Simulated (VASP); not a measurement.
Input:

```
CELL_PARAMETERS angstrom
      0.00000     2.05057     2.05057
      2.05057     0.00000     2.05057
      2.05057     2.05057     0.00000
ATOMIC_POSITIONS crystal
  Ag 0.00000 0.00000 0.00000
```

Level of theory: r2SCAN meta-GGA, VASP's PBE PAW potentials (set 64) (plane waves; VASP). Settings: 480 eV cut-off, 14×14×14 Γ-centred mesh, first-order Methfessel-Paxton smearing of 0.10 eV, potentials Ag.

Energy and stress use the plane-wave basis of the starting cell.

### Question
The ions, cell shape and volume at an external pressure of 5.0 GPa are relaxed. Predict the relaxed structure.

### Answer

```
CELL_PARAMETERS angstrom
      0.00000     2.02375     2.02375
      2.02375     0.00000     2.02375
      2.02375     2.02375     0.00000
ATOMIC_POSITIONS crystal
  Ag 0.00000 0.00000 0.00000
```
Space group Fm-3m (225), at a tolerance of 0.03 Å.

### Question
How do energy and volume change from the first to the last step?

### Answer
The energy (σ→0) changes by +10.7 meV/atom and the volume by -3.9 %, in 3 ionic steps.

```json
[
 {"step": "1", "E(σ→0) (eV)": "-21.3565", "max force (eV/Å)": "0.000", "pressure (GPa)": "0.43", "volume (Å³)": "17.24"},
 {"step": "2", "E(σ→0) (eV)": "-21.3221", "max force (eV/Å)": "0.000", "pressure (GPa)": "9.65", "volume (Å³)": "16.05"},
 {"step": "3", "E(σ→0) (eV)": "-21.3459", "max force (eV/Å)": "0.000", "pressure (GPa)": "4.99", "volume (Å³)": "16.58"}
]
```

The compound is Ag in the fcc structure. This run relaxes it under an external pressure of 5 GPa. Symmetry was kept, so distortions that lower it aren't found.
